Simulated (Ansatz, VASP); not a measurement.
# SiO2 (Cristobalite) in two plane-wave programs, part 2 of 3

Wanted: the spread between two codes on one cell, functional and k mesh. The cell is taken from a series of runs on this material, whose earlier steps may have relaxed, scaled, displaced or heated it; both programs get it as it stands.

VASP 6.6.1 and Ansatz 0.2.0.

So far: The starting structure; Ansatz: zone-centre phonons, LDA.

## (3) VASP: zone-centre phonons, LDA

Level of this step: LDA; plane waves and PAW (O, Si) (VASP).

The same cell, functional (in two slightly different forms) and mesh now go to VASP, with its own data sets.

Lines of VASP's logs that name or quote its potential files are left out, and so is its time.

Contents of INCAR:

```
SYSTEM = SiO2
PREC = Accurate
ENCUT = 600
EDIFF = 1E-08
NELM = 120
ISMEAR = 0
SIGMA = 0.01
LREAL = .FALSE.
ALGO = Normal
GGA = PW92
NBANDS = 44
LORBIT = 11
LWAVE = .FALSE.
LCHARG = .FALSE.
ISIF = 2
IBRION = 8
LEPSILON = .TRUE.
LASPH = .TRUE.
GGA_COMPAT = .FALSE.
EFERMI = MIDGAP
KPAR = 2
```

Contents of POSCAR:

```
SiO2
1.0
    4.7943890442      0.0000000000      0.0000000000
    0.0000000000      4.7943890442      0.0000000000
    0.0000000000      0.0000000000      6.5718399354
O Si
8 4
Direct
    0.2303078651      0.1444647009      0.1983006596
    0.3555352991      0.7303078651      0.4483006596
    0.7696921349      0.8555352991      0.6983006596
    0.6444647009      0.2696921349      0.9483006596
    0.7303078651      0.3555352991      0.5516993404
    0.8555352991      0.7696921349      0.3016993404
    0.2696921349      0.6444647009      0.0516993404
    0.1444647009      0.2303078651      0.8016993404
    0.3204290672      0.3204290672      1.0000000000
    0.1795709328      0.8204290672      0.2500000000
    0.6795709328      0.6795709328      0.5000000000
    0.8204290672      0.1795709328      0.7500000000
```

Contents of KPOINTS:

```
Automatic mesh
0
Gamma
4 4 4
0 0 0
```

Potentials, in the order of the species: O and Si (LDA family, release 64).

The run is started by

```sh
> mpirun -np 2 vasp_std
```

What it wrote:

```text
[banner, memory and clock lines left out]
running    2 mpi-ranks, on    1 nodes
 distrk:  each k-point on    1 cores,    2 groups
 distr:  one band on    1 cores,    1 groups

 POSCAR found type information on POSCAR O Si
 POSCAR found :  2 types and      12 ions
|                                                                             |
|               ----> ADVICE to this user running VASP <----                  |
|                                                                             |
|     You enforced a specific xc type in the INCAR file but a different       |
|     [... a line on the potential file left out ...]
|     I HOPE YOU KNOW WHAT YOU ARE DOING!                                     |
|                                                                             |

 LDA part: xc-table for (Slater(with rela. corr.)+PW92), standard interpolation
 POSCAR, INCAR and KPOINTS ok, starting setup
 FFT: planning ... GRIDC
 FFT: planning ... GRID_SOFT
 FFT: planning ... GRID
 WAVECAR not read
 entering main loop
       N       E                     dE             d eps       ncg     rms          rms(c)
DAV:   1     0.393793473209E+03    0.39379E+03   -0.36245E+04  1584   0.151E+03
DAV:   2    -0.891389207101E+02   -0.48293E+03   -0.46716E+03  2000   0.326E+02
DAV:   3    -0.116600594922E+03   -0.27462E+02   -0.27330E+02  1992   0.809E+01
DAV:   4    -0.116934624731E+03   -0.33403E+00   -0.33347E+00  1960   0.987E+00
DAV:   5    -0.116940056791E+03   -0.54321E-02   -0.54287E-02  1964   0.123E+00    0.300E+01
DAV:   6    -0.104135290840E+03    0.12805E+02   -0.48539E+01  1852   0.323E+01    0.151E+01
DAV:   7    -0.103932025176E+03    0.20327E+00   -0.14679E+00  1896   0.518E+00    0.523E+00
DAV:   8    -0.103817268562E+03    0.11476E+00   -0.77531E-02  1944   0.171E+00    0.200E+00
DAV:   9    -0.103797990842E+03    0.19278E-01   -0.25463E-02  1976   0.989E-01    0.291E-01
DAV:  10    -0.103798463360E+03   -0.47252E-03   -0.27335E-03  1908   0.263E-01    0.109E-01
DAV:  11    -0.103798398074E+03    0.65286E-04   -0.51102E-04  1928   0.121E-01    0.231E-02
DAV:  12    -0.103798399789E+03   -0.17147E-05   -0.21155E-05  1852   0.204E-02    0.813E-03
DAV:  13    -0.103798399489E+03    0.30000E-06   -0.46719E-06  1968   0.106E-02    0.251E-03
DAV:  14    -0.103798399545E+03   -0.56221E-07   -0.13705E-07  1904   0.202E-03    0.831E-04
DAV:  15    -0.103798399553E+03   -0.76825E-08   -0.36369E-08  1744   0.917E-04
   1 F= -.10379840E+03 E0= -.10379840E+03  d E =0.000000E+00
 Linear response reoptimize wavefunctions to high precision
DAV:   1    -0.103798399552E+03    0.11696E-08   -0.33226E-09  1084   0.308E-04
DAV:   2    -0.103798399552E+03    0.18190E-11   -0.36243E-10  1008   0.999E-05
 Linear response G [H, r] |phi>, progress :
  Direction:   1
       N       E                     dE             d eps       ncg     rms
RMM:   1    -0.246489074385E+03   -0.24649E+03    0.20898E+02  3681   0.967E+01
RMM:   2    -0.227708433089E+03    0.18781E+02   -0.15057E+01  2724   0.187E+01
RMM:   3    -0.227813191372E+03   -0.10476E+00   -0.27172E-01  2840   0.227E+00
RMM:   4    -0.227817854986E+03   -0.46636E-02   -0.67573E-03  2976   0.357E-01
RMM:   5    -0.227817964716E+03   -0.10973E-03   -0.32284E-04  2995   0.655E-02
RMM:   6    -0.227817970086E+03   -0.53697E-05   -0.48256E-05  3011   0.157E-02
RMM:   7    -0.227817970577E+03   -0.49076E-06   -0.42273E-05  3023   0.817E-03
RMM:   8    -0.227817970620E+03   -0.42702E-07   -0.41838E-05  3000   0.712E-03
RMM:   9    -0.227817970645E+03   -0.24942E-07   -0.40332E-05  2884   0.697E-03
RMM:  10    -0.227817970733E+03   -0.88269E-07   -0.15144E-05  2830   0.697E-03
RMM:  11    -0.227817970706E+03    0.26663E-07    0.16046E-04  2746   0.707E-03
 Linear response G [H, r] |phi>, progress :
  Direction:   2
       N       E                     dE             d eps       ncg     rms
RMM:   1    -0.243150924603E+03   -0.24315E+03    0.23860E+02  3615   0.965E+01
RMM:   2    -0.231159237871E+03    0.11992E+02   -0.13409E+01  2742   0.181E+01
RMM:   3    -0.231252393034E+03   -0.93155E-01   -0.22216E-01  2814   0.212E+00
RMM:   4    -0.231256735475E+03   -0.43424E-02   -0.59280E-03  2954   0.341E-01
RMM:   5    -0.231256843430E+03   -0.10796E-03   -0.28528E-04  2988   0.602E-02
RMM:   6    -0.231256849802E+03   -0.63719E-05   -0.75135E-05  3015   0.140E-02
RMM:   7    -0.231256850381E+03   -0.57921E-06   -0.71653E-05  3022   0.720E-03
RMM:   8    -0.231256850443E+03   -0.61708E-07   -0.71059E-05  3011   0.627E-03
RMM:   9    -0.231256850428E+03    0.15501E-07   -0.67964E-05  2861   0.615E-03
RMM:  10    -0.231256850356E+03    0.72052E-07   -0.20033E-05  2817   0.614E-03
RMM:  11    -0.231256850128E+03    0.22757E-06    0.68821E-05  2740   0.622E-03
 Linear response G [H, r] |phi>, progress :
  Direction:   3
[...]
RMM:   8    -0.643830378090E+00   -0.22398E-03   -0.17838E-05  2904   0.657E-03    0.210E-03
RMM:   9    -0.643845861565E+00   -0.15483E-04   -0.89035E-06  2998   0.196E-03    0.611E-04
RMM:  10    -0.643838463759E+00    0.73978E-05   -0.67159E-06  3002   0.881E-04    0.524E-04
RMM:  11    -0.643841599521E+00   -0.31358E-05   -0.13109E-06  2998   0.668E-04    0.478E-05
RMM:  12    -0.643841614267E+00   -0.14746E-07   -0.25468E-06  2760   0.343E-04    0.320E-05
[...]
RMM:  10    -0.370149258394E+00   -0.44875E-06    0.24616E-07  6028   0.194E-04    0.284E-05
RMM:  11    -0.370149171533E+00    0.86861E-07    0.33649E-07  6031   0.157E-04    0.147E-05
RMM:  12    -0.370149267308E+00   -0.95775E-07    0.34934E-07  6123   0.150E-04    0.507E-06
RMM:  13    -0.370149264129E+00    0.31789E-08    0.23750E-07  6181   0.149E-04    0.255E-06
RMM:  14    -0.370149279704E+00   -0.15575E-07    0.25816E-07  6222   0.147E-04    0.104E-06
RMM:  15    -0.370149272735E+00    0.69689E-08    0.42722E-07  6248   0.145E-04    0.495E-07
RMM:  16    -0.370149273786E+00   -0.10511E-08    0.32651E-07  6149   0.144E-04    0.252E-07
RMM:  17    -0.370149273408E+00    0.37860E-09    0.49351E-07  6285   0.143E-04    0.155E-07
RMM:  18    -0.370149275114E+00   -0.17063E-08    0.26777E-07  6361   0.143E-04    0.121E-07
RMM:  19    -0.370149276596E+00   -0.14819E-08    0.31420E-07  6477   0.142E-04    0.106E-07
RMM:  20    -0.370149277689E+00   -0.10934E-08    0.27218E-07  6576   0.142E-04    0.974E-08
 first order change of Fermi-energy  -0.15261E+00
 force on displaced ion       1 direction 2 :  -8.800 -41.625  19.295
 Born effective charge ion    1 direction 2 :  -0.198  -2.214   0.656
 Linear response progress:
  Degree of freedom:   3/  5
       N       E                     dE             d eps       ncg     rms          rms(c)
RMM:   1    -0.378369364759E+00   -0.37837E+00    0.34616E-01  6257   0.270E+00
RMM:   2    -0.368296164337E+00    0.10073E-01   -0.10176E-02  5224   0.451E-01    0.310E-01
RMM:   3    -0.368796768014E+00   -0.50060E-03   -0.25598E-03  5701   0.199E-01    0.166E-01
RMM:   4    -0.370355452176E+00   -0.15587E-02   -0.10842E-03  5330   0.136E-01    0.473E-02
RMM:   5    -0.370621463648E+00   -0.26601E-03   -0.83838E-05  5934   0.364E-02    0.207E-02
RMM:   6    -0.370446780261E+00    0.17468E-03   -0.33155E-05  5914   0.176E-02    0.370E-03
RMM:   7    -0.370495906879E+00   -0.49127E-04    0.56611E-06  6011   0.470E-03    0.144E-03
RMM:   8    -0.370488968299E+00    0.69386E-05    0.61271E-07  6004   0.128E-03    0.536E-04
RMM:   9    -0.370485820846E+00    0.31475E-05   -0.78118E-07  6000   0.452E-04    0.252E-04
RMM:  10    -0.370486704959E+00   -0.88411E-06    0.16181E-07  5988   0.290E-04    0.602E-05
RMM:  11    -0.370486699337E+00    0.56219E-08    0.12037E-08  6013   0.172E-04    0.257E-05
 first order change of Fermi-energy  -0.48784E-01
 force on displaced ion       1 direction 3 :   7.688  19.316 -26.618
 Born effective charge ion    1 direction 3 :   0.093   0.661  -1.599
 Linear response progress:
  Degree of freedom:   4/  5
       N       E                     dE             d eps       ncg     rms          rms(c)
RMM:   1    -0.478679015912E-01   -0.47868E-01   -0.18796E-02  9326   0.134E+00
RMM:   2    -0.258662056032E-01    0.22002E-01   -0.52574E-03  5580   0.394E-01    0.280E-01
RMM:   3    -0.252233445224E-01    0.64286E-03   -0.12793E-03  5802   0.124E-01    0.153E-01
RMM:   4    -0.248828672431E-01    0.34048E-03   -0.67660E-04  5942   0.738E-02    0.359E-02
RMM:   5    -0.248287527341E-01    0.54115E-04   -0.13891E-04  5963   0.200E-02    0.961E-03
RMM:   6    -0.247999061150E-01    0.28847E-04   -0.32425E-05  5914   0.105E-02    0.214E-03
RMM:   7    -0.247975548732E-01    0.23512E-05    0.88588E-06  6019   0.232E-03    0.112E-03
RMM:   8    -0.248002917641E-01   -0.27369E-05   -0.15807E-06  5970   0.111E-03    0.239E-04
RMM:   9    -0.248003429757E-01   -0.51212E-07   -0.14716E-06  5987   0.231E-04    0.134E-04
RMM:  10    -0.248003482574E-01   -0.52816E-08   -0.53632E-07  6003   0.140E-04    0.312E-05
RMM:  11    -0.248004278938E-01   -0.79636E-07   -0.12479E-06  6107   0.664E-05    0.125E-05
RMM:  12    -0.248003678403E-01    0.60054E-07   -0.65082E-07  6080   0.539E-05    0.469E-06
RMM:  13    -0.248003406612E-01    0.27179E-07   -0.32370E-07  6179   0.497E-05    0.200E-06
RMM:  14    -0.248003409880E-01   -0.32685E-09   -0.39292E-07  6067   0.485E-05    0.665E-07
RMM:  15    -0.248002937117E-01    0.47276E-07    0.80601E-08  5951   0.477E-05    0.245E-07
RMM:  16    -0.248002937276E-01   -0.15904E-10    0.11606E-07  5946   0.472E-05    0.116E-07
RMM:  17    -0.248003090468E-01   -0.15319E-07   -0.80633E-08  6029   0.468E-05    0.727E-08
 first order change of Fermi-energy   0.55762E-01
 force on displaced ion       9 direction 1 : -45.940   0.440   2.078
 Born effective charge ion    9 direction 1 :   3.304   0.028  -0.378
 Linear response progress:
  Degree of freedom:   5/  5
       N       E                     dE             d eps       ncg     rms          rms(c)
RMM:   1    -0.543789528904E-01   -0.54379E-01   -0.52983E-02  9381   0.138E+00
RMM:   2    -0.278437714815E-01    0.26535E-01   -0.47553E-03  5558   0.415E-01    0.293E-01
RMM:   3    -0.269881255587E-01    0.85565E-03   -0.11114E-03  5879   0.131E-01    0.164E-01
RMM:   4    -0.265150541701E-01    0.47307E-03   -0.10773E-03  6023   0.947E-02    0.353E-02
RMM:   5    -0.264432943774E-01    0.71760E-04   -0.18838E-04  5996   0.235E-02    0.127E-02
RMM:   6    -0.264109841858E-01    0.32310E-04   -0.38313E-05  5927   0.143E-02    0.323E-03
RMM:   7    -0.264099437698E-01    0.10404E-05    0.51375E-06  6037   0.329E-03    0.186E-03
RMM:   8    -0.264140796822E-01   -0.41359E-05   -0.51955E-06  6009   0.167E-03    0.356E-04
RMM:   9    -0.264138866430E-01    0.19304E-06   -0.19630E-06  5981   0.367E-04    0.187E-04
RMM:  10    -0.264141148166E-01   -0.22817E-06   -0.18834E-06  5994   0.160E-04    0.622E-05
RMM:  11    -0.264141174898E-01   -0.26732E-08   -0.12736E-06  6079   0.838E-05    0.179E-05
RMM:  12    -0.264140542441E-01    0.63246E-07   -0.91847E-07  6088   0.607E-05    0.699E-06
RMM:  13    -0.264140548739E-01   -0.62987E-09   -0.11823E-06  6110   0.537E-05    0.273E-06
RMM:  14    -0.264140705494E-01   -0.15675E-07   -0.12139E-06  6122   0.521E-05    0.144E-06
RMM:  15    -0.264140664424E-01    0.41070E-08   -0.11048E-06  6112   0.510E-05    0.427E-07
RMM:  16    -0.264140957692E-01   -0.29327E-07   -0.13811E-06  5935   0.503E-05    0.275E-07
RMM:  17    -0.264141022731E-01   -0.65039E-08   -0.15425E-06  6026   0.499E-05    0.107E-07
RMM:  18    -0.264140768002E-01    0.25473E-07   -0.12072E-06  6090   0.496E-05    0.730E-08
 first order change of Fermi-energy   0.21301E-05
 force on displaced ion       9 direction 3 :   2.104  -2.105 -50.468
 Born effective charge ion    9 direction 3 :   0.172  -0.172   3.197
 Born effective charges drift removed
 Linear response finished
```

(Part 2 of 3 ends here.)

[Lines on the potential files, build, host, timing and source positions are cut from VASP's logs without a mark.]

[Logs are printed without paths, hosts, clocks, repeated set-up lines and the standing remarks that a program may print on its own settings, such as how far it seeks lower states.]

[Hosts, paths, dates, database ids (printed as entryN), source tags and the programs' standing remarks are cut or masked in the printed files.]
